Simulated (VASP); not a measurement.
Here is the system:

```
CELL_PARAMETERS angstrom
      1.43141    -5.00158     0.00000
      1.43141     5.00158     0.00000
      0.00000     0.00000     4.02970
ATOMIC_POSITIONS crystal
  Ge 0.64903 0.35097 0.25000
  Ge 0.35097 0.64903 0.75000
  Rh 0.90417 0.09583 0.25000
  Rh 0.09583 0.90417 0.75000
```

These are PBEsol GGA, VASP's PBE PAW potentials (set 64) (plane waves; VASP 6.6.1) values and carry that method's errors. Settings: 400 eV cut-off, 12×12×9 Γ-centred mesh, tetrahedra with Blöchl corrections, potentials Ge_d Rh_pv.

For a metal the tetrahedron method with Blöchl corrections gives inexact stress and forces.

Give the force on each atom (eV/Å).

| atom | Fx | Fy | Fz |
|---|---|---|---|
| Ge1 | 0.000 | 0.004 | 0.000 |
| Ge2 | 0.000 | -0.004 | 0.000 |
| Rh3 | 0.000 | 0.067 | 0.000 |
| Rh4 | 0.000 | -0.067 | 0.000 |

Give the stress tensor in GPa (positive for a compressed cell).

```
-0.35   0.00   0.00
 0.00   0.02   0.00
 0.00   0.00  -0.01
```
The pressure is its mean diagonal, -0.11 GPa.

The structure was generated: GeRh was put into the CrB type (Cmcm), which need not be its known phase. It was relaxed first, which changed the volume by -49 %.
